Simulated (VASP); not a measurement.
Runs of VASP 6.6.1 on SiNi3. It takes space group Pm-3m (No. 221, cubic). The conventional cell has a = 3.542 Å, b = 3.542 Å, c = 3.542 Å, α = 90.00°, β = 90.00°, γ = 90.00°. Si (site symmetry m-3m) has 12 Ni at 2.50 Å as nearest neighbours. Ni (site symmetry 4/mmm) has 4 Si at 2.50 Å and 8 Ni at 2.50 Å as nearest neighbours. 

```csv
level,potentials or basis,gap on the mesh (eV),pressure (GPa),relaxed volume (Å³/atom)
PBE,"VASP PAW PBE potentials, release 64 (Si, Ni)",none,0.0,10.77
PBE+D3(BJ),"VASP PAW PBE potentials, release 64 (Si, Ni)",none,0.1,10.40
LDA,"VASP PAW LDA potentials, release 64 (Si, Ni)",none,-0.1,(a)
PBEsol,"VASP PAW PBE potentials, release 64 (Si, Ni)",none,0.1,10.36
```

Alike in all rows: task relaxation of cell and atoms; no spin polarisation; cell relaxed; k mesh 10 × 10 × 10; cutoff (eV) 600; smearing methfessel-paxton 0.1 eV.

Task: Estimate the missing entries.

Result: (a) 10.08.

Caveats: pairwise dispersion overbinds metals, which lowers pressure and volume (some runs); the PAW data sets were made with another functional, which shifts forces and pressure a little (some runs).

A k mesh can miss the band edges.

A gap of «none» marks a metal or a gap under the smearing width.

Not every run made on this cell is shown here.
